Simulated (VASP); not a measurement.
VASP ran on this input.

### KPOINTS
```
Automatic mesh
0
Gamma
13 13 6
0 0 0
```

**INCAR**
```
! general
SYSTEM =RhN
PREC   =Accurate
ENCUT  =520
LREAL  =.FALSE.   ! projection in real space or not
LASPH  =.TRUE.   ! aspherical one-centre terms

! electronic loop
EDIFF  =1E-7   ! SCF stop (eV)
NELM   =100   ! most electronic steps
ALGO   =Normal   ! blocked Davidson
LMAXMIX=4   ! l cut-off of mixed one-centre charges

! smearing
ISMEAR =-5   ! tetrahedra, Bloechl

! functional
GGA    =PS   ! PBEsol

! ions
ISIF   =2   ! forces and stress, cell fixed

! output
LWAVE  =.FALSE.
LCHARG =.TRUE.
LORBIT =11   ! lm-projected
NEDOS  =601   ! DOS grid

! other
LEFG   =.TRUE.
```

### POSCAR
```
RhN
3.0659190
  1.0000000001   0.0000000000   0.0000000000
 -0.5000000001   0.8660255120   0.0000000000
  0.0000000000   0.0000000000   1.8749414691
Rh N
2 2
Cart
 -0.0000005000   0.5773506300   0.0163290244
  0.5000005001   0.2886748820   0.9537997590
 -0.0000005000   0.5773506300   0.6867740265
  0.5000005001   0.2886748820   1.6242447610
```

POTCAR, in this order: Rh_pv N (PBE.64 set). Program: vasp_std.

Task: Write an equivalent input for Ansatz.

Result: One equivalent input (not run):
Ansatz 0.2 input:
```yaml
crystal:
  lattice:
    - [3.0659190, 0.0000000, 0.0000000]
    - [-1.5329595, 2.6551641, 0.0000000]
    - [0.0000000, 0.0000000, 5.7484187]
  atoms:
    - { symbol: Rh, position: [0.3333330, 0.6666670, 0.0087091] }
    - { symbol: Rh, position: [0.6666670, 0.3333330, 0.5087091] }
    - { symbol: N, position: [0.3333330, 0.6666670, 0.3662909] }
    - { symbol: N, position: [0.6666670, 0.3333330, 0.8662909] }
kpoints:
  mp_grid: { grid: [13, 13, 6] }
hamiltonian:
  xc: pbesol
  pseudopotentials: { kind: paw }
scf:
  occupations: { method: tetrahedron }
  max_iter: 100
output: { forces: true, stress: true, eigenvalues: true }
```
Limits of the translation: each code has its own PAW files, so the cut-off isn't converted (ENCUT is set for VASP's; basis.ecutwfc is left out, and Ansatz then takes the one that its files recommend); Ansatz stops its SCF on the density residual and VASP on the energy change (EDIFF); the field gradients of LEFG aren't asked of the other code.

The structure was generated: RhN was put into the wurtzite type (P6_3mc), which need not be its known phase. It was relaxed first, which changed the volume by -21 %.
